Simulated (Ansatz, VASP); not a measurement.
# Cross-check of Y2CS2 (Y2CS2 MXene monolayer) between VASP and Ansatz, part 2 of 2

One calculation is typed for both programs; each brings its own data sets. How far apart do they land? The structure shown is the start of the Ansatz relaxation below; VASP solves that cell, so the two are compared at the walk's first step.

VASP 6.6.1 and Ansatz 0.2.0.

So far: Set-up; Ansatz: relaxation, LDA.

## Step 3: VASP: single point, LDA, start cell

Level of this step: LDA; plane waves and PAW (S, Y_sv, C) (VASP).

The same cell, functional (in two slightly different forms), mesh and smearing now go to VASP, with its own data sets.

Lines of VASP's logs that name or quote its potential files are left out, and so is its time.

File INCAR:

```
SYSTEM = Y2CS2
PREC = Accurate
ENCUT = 520
EDIFF = 1E-06
NELM = 120
ISMEAR = -1
SIGMA = 0.05
LREAL = .FALSE.
ALGO = Normal
GGA = PW92
NBANDS = 25
LASPH = .TRUE.
LORBIT = 11
LWAVE = .FALSE.
LCHARG = .FALSE.
ISIF = 2
LDIPOL = .TRUE.
IDIPOL = 3
DIPOL = 0.5 0.5 0.5
LVHAR = .TRUE.
GGA_COMPAT = .FALSE.
NELMDL = -8
KPAR = 2
```

File POSCAR:

```
Y2CS2
1.0
    3.4777600000      0.0000000000      0.0000000000
   -1.7388800000      3.0118290000      0.0000000000
    0.0000000000      0.0000000000     44.0318080000
S Y C
2 2 1
Direct
    0.3333333333      0.6666666667      0.4258285283
    0.6666666667      0.3333333333      0.5741714717
    0.6666666667      0.3333333333      0.4688354495
    0.3333333333      0.6666666667      0.5311645504
    0.0000000000      0.0000000000      0.5000000000
```

File KPOINTS:

```
Automatic mesh
0
Gamma
12 12 1
0 0 0
```

PAW data sets: S, Y_sv and C (LDA family, release 64).

The run is started by

```bash
> mpirun -np 2 vasp_std
```

Numbers of over 12 decimals in the logs are rounded to 6 here.

Log:

```text
[banner, memory and clock lines left out]
running    2 mpi-ranks, on    1 nodes
 distrk:  each k-point on    1 cores,    2 groups
 distr:  one band on    1 cores,    1 groups

 POSCAR found type information on POSCAR S Y C
 POSCAR found :  3 types and       5 ions
|                                                                             |
|               ----> ADVICE to this user running VASP <----                  |
|                                                                             |
|     You enforced a specific xc type in the INCAR file but a different       |
|     [... a line on the potential file left out ...]
|     I HOPE YOU KNOW WHAT YOU ARE DOING!                                     |
|                                                                             |

 LDA part: xc-table for (Slater(with rela. corr.)+PW92), standard interpolation
 POSCAR, INCAR and KPOINTS ok, starting setup
 FFT: planning ... GRIDC
 FFT: planning ... GRID_SOFT
 FFT: planning ... GRID
 WAVECAR not read
 entering main loop
       N       E                     dE             d eps       ncg     rms          rms(c)
DAV:   1     0.239153634395E+03    0.23915E+03   -0.16536E+04  1230   0.115E+03
DAV:   2    -0.708349232774E+01   -0.24624E+03   -0.24139E+03  1311   0.251E+02
DAV:   3    -0.399927447204E+02   -0.32909E+02   -0.32614E+02  1546   0.741E+01
DAV:   4    -0.417780096222E+02   -0.17853E+01   -0.17816E+01  1410   0.176E+01
DAV:   5    -0.418541790049E+02   -0.76169E-01   -0.76151E-01  1459   0.336E+00
DAV:   6    -0.418561094658E+02   -0.19305E-02   -0.19303E-02  1460   0.562E-01
DAV:   7    -0.418561602325E+02   -0.50767E-04   -0.50766E-04  1460   0.101E-01
DAV:   8    -0.418561621572E+02   -0.19246E-05   -0.19241E-05  1532   0.169E-02    0.579E+01
DAV:   9    -0.379045941219E+02    0.39516E+01   -0.31769E+01  1092   0.252E+01    0.394E+01
DAV:  10    -0.482568998750E+02   -0.10352E+02   -0.14413E+02  1153   0.328E+01    0.267E+01
DAV:  11    -0.366534636737E+02    0.11603E+02   -0.44740E+01  1188   0.249E+01    0.939E+00
DAV:  12    -0.363721168276E+02    0.28135E+00   -0.72630E+00  1212   0.106E+01    0.263E+00
DAV:  13    -0.363965481477E+02   -0.24431E-01   -0.33129E-01  1363   0.261E+00    0.207E+00
DAV:  14    -0.363787919442E+02    0.17756E-01   -0.53896E-02  1292   0.977E-01    0.123E+00
[...]
DAV:  23    -0.363742192450E+02   -0.74012E-04   -0.10466E-05  1051   0.152E-02    0.201E-02
DAV:  24    -0.363742843743E+02   -0.65129E-04   -0.23561E-05  1041   0.157E-02    0.632E-03
DAV:  25    -0.363743077909E+02   -0.23417E-04   -0.15016E-06   887   0.568E-03    0.408E-03
DAV:  26    -0.363743347576E+02   -0.26967E-04   -0.20226E-06   870   0.484E-03    0.161E-03
DAV:  27    -0.363743436173E+02   -0.88597E-05   -0.20418E-07   812   0.213E-03    0.774E-04
DAV:  28    -0.363743497046E+02   -0.60873E-05   -0.89476E-08   788   0.105E-03    0.106E-03
DAV:  29    -0.363743511391E+02   -0.14345E-05   -0.29881E-08   691   0.727E-04    0.768E-04
DAV:  30    -0.363743518939E+02   -0.75479E-06   -0.20888E-08   534   0.589E-04
   1 F= -.36374352E+02 E0= -.36355214E+02  d E =-.382756E-01
```

OUTCAR, selected parts (step 3):

```text
ion  position               nearest neighbor table
   1  0.333  0.667  0.426-   3 2.76   3 2.76   3 2.76
   2  0.667  0.333  0.574-   4 2.76   4 2.76   4 2.76
   3  0.667  0.333  0.469-   5 2.43   5 2.43   5 2.43   1 2.76   1 2.76   1 2.76   4 3.40   4 3.40
                             4 3.40
   4  0.333  0.667  0.531-   5 2.43   5 2.43   5 2.43   2 2.76   2 2.76   2 2.76   3 3.40   3 3.40
                             3 3.40
   5  0.000  0.000  0.500-   4 2.43   4 2.43   3 2.43   3 2.43   4 2.43   3 2.43

  LATTYP: Found a hexagonal cell.
 ALAT       =     3.4777600000
 C/A-ratio  =    12.6609679794

 Subroutine GETGRP returns: Found 12 space group operations
 (whereof 12 operations were pure point group operations)

The static configuration has the point symmetry D_3d.

 Found     19 irreducible k-points:

   k-points           NKPTS =     19   k-points in BZ     NKDIM =     19   number of bands    NBANDS=     25

   dimension x,y,z NGX =    28 NGY =   28 NGZ =  336
   dimension x,y,z NGXF=    56 NGYF=   56 NGZF=  672

   ENCUT  =  520.0 eV  38.22 Ry    6.18 a.u.   6.47  6.47 81.87*2*pi/ulx,y,z

   NELECT =      38.0000    total number of electrons

 k-points in reciprocal lattice and weights: Automatic mesh
   0.00000000  0.00000000  0.00000000       0.007
   0.08333333  0.00000000  0.00000000       0.042
   0.16666667  0.00000000  0.00000000       0.042
   0.25000000 -0.00000000  0.00000000       0.042
   0.33333333 -0.00000000  0.00000000       0.042
   0.41666667  0.00000000  0.00000000       0.042
   0.50000000 -0.00000000  0.00000000       0.021
   0.08333333  0.08333333  0.00000000       0.042
   0.16666667  0.08333333  0.00000000       0.083
[...]
0.33333333  0.25000000  0.00000000       0.083
   0.33333333  0.33333333  0.00000000       0.014

 dipolmoment           0.000000      0.000000      0.000000 electrons x Angstroem

 average (electrostatic) potential at core
       1 -95.8004       2 -95.8004       3 -43.2771       4 -43.2771       5 -61.8627

 E-fermi :  -5.0911

 k-point     1 :       0.0000    0.0000    0.0000
  band No.  band energies     occupation
    ...
     12      -8.2245      2.00000
     13      -6.7539      2.00000
     14      -5.8227      2.00000
     15      -5.8227      2.00000
     16      -5.3513      1.98907
     17      -4.6541      0.00032
     18      -4.6541      0.00032
     19      -3.9558      0.00000
     20      -3.9558      0.00000
     21      -2.0731      0.00000
    ...

 k-point     2 :       0.0833    0.0000    0.0000
  band No.  band energies     occupation
    ...
     12      -8.0813      2.00000
     13      -6.8989      2.00000
     14      -5.7846      2.00000
     15      -5.7086      1.99999
     16      -5.5261      1.99967
     17      -4.8076      0.00687
     18      -4.7003      0.00081
     19      -4.4136      0.00000
     20      -4.0926      0.00000
     21      -2.0375      0.00000
    ...

 k-point     3 :       0.1667    0.0000    0.0000
  band No.  band energies     occupation
    ...
     14      -6.0880      2.00000
     15      -5.7095      1.99999
     16      -5.5740      1.99987
     17      -5.3744      1.99310
     18      -5.0585      0.68508
     19      -4.8381      0.01260
     20      -4.3610      0.00000
     21      -2.5412      0.00000
     22      -1.4793      0.00000
     23      -0.8695      0.00000
    ...

  Total        1.8115083      1.8115089     -0.0284055      0.0000000      0.0000000      0.0000000
  in kB        6.2929527      6.2929548     -0.0986770      0.0000000      0.0000000      0.0000000
  external PRESSURE =       4.1624101 kB  Pullay stress =       0.0000000 kB

  energy-cutoff  :      520.00
  volume of cell :      461.21
      direct lattice vectors                 reciprocal lattice vectors
     3.477760000  0.000000000  0.000000000     0.287541406  0.166012081  0.000000000
    -1.738880000  3.011829000  0.000000000     0.000000000  0.332024162  0.000000000
     0.000000000  0.000000000 44.031808000     0.000000000  0.000000000  0.022710855

 POSITION                                       TOTAL-FORCE (eV/Angst)
 -----------------------------------------------------------------------------------
     -0.00000      2.00789     18.75000        -0.000000      0.000000      0.688923
      1.73888      1.00394     25.28181         0.000000     -0.000000     -0.688923
      1.73888      1.00394     20.64367        -0.000000      0.000000     -1.637357
     -0.00000      2.00789     23.38814         0.000000      0.000000      1.637357
      0.00000      0.00000     22.01590        -0.000000     -0.000000      0.000000
 -----------------------------------------------------------------------------------
    total drift:                                0.000000     -0.000000      0.000006

  FREE ENERGIE OF THE ION-ELECTRON SYSTEM (eV)
  ---------------------------------------------------
  free  energy   TOTEN  =       -36.3743518939 eV

  energy  without entropy=      -36.3360762499  energy(sigma->0) =      -36.35521407

 vacuum level on the upper side and lower side of the slab         2.137         2.137

 total charge
# of ion       s       p       d       f       tot
--------------------------------------------------
    1        1.371   2.252   0.000   0.000   3.623
    2        1.371   2.252   0.000   0.000   3.623
    3        2.224   6.568   1.164   0.066  10.023
    4        2.224   6.568   1.164   0.066  10.023
    5        0.889   1.444   0.000   0.000   2.333
--------------------------------------------------
tot          8.079  19.084   2.329   0.133  29.625

[... 3 further parts left out ...]
```

## Step 4: Differences

Known differences besides the potentials themselves: Ansatz cuts the interaction across the vacuum, VASP repeats the sheet with a dipole correction; the cutoff is 420 eV in Ansatz and 520 eV in VASP; VASP's log shows a relativistic correction to its local exchange, Ansatz's none. Total energies have different zeros and are not compared.

Forces (eV/Å; atoms numbered as in POSCAR):

| atom | Ansatz x, y, z | VASP x, y, z |
| --- | --- | --- |
| S1 | 0.000, 0.000, 0.683 | 0.000, 0.000, 0.689 |
| S2 | 0.000, 0.000, -0.683 | 0.000, 0.000, -0.689 |
| Y3 | 0.000, 0.000, -1.628 | 0.000, 0.000, -1.637 |
| Y4 | 0.000, 0.000, 1.628 | 0.000, 0.000, 1.637 |
| C5 | 0.000, 0.000, 0.000 | 0.000, 0.000, 0.000 |

The forces differ by 3.9 meV/Å r.m.s., which is 0.6 % of the r.m.s. force of 0.649 eV/Å (both taken over all components). With vacuum in the cell, a pressure given here is an average over mostly empty space and none of the material.

## Step 5: Summary of results

```
r.m.s. force difference (single point, LDA, start cell) : 0.60 % of the r.m.s. force
```

The r.m.s. force difference is 0.60 % of the r.m.s. force (single point, LDA, start cell), within the 3 % picked in this series as the mark of a large difference. Such differences can come from data sets, numerical settings and the points named under the comparisons, not from the functional's error against experiment.

[Lines on the potential files, build, host, timing and source positions are cut from VASP's logs without a mark.]

[Logs are printed without paths, hosts, clocks, repeated set-up lines and the standing remarks that a program may print on its own settings, such as how far it seeks lower states.]

[Hosts, paths, dates, database ids (printed as entryN), source tags and the programs' standing remarks are cut or masked in the printed files.]
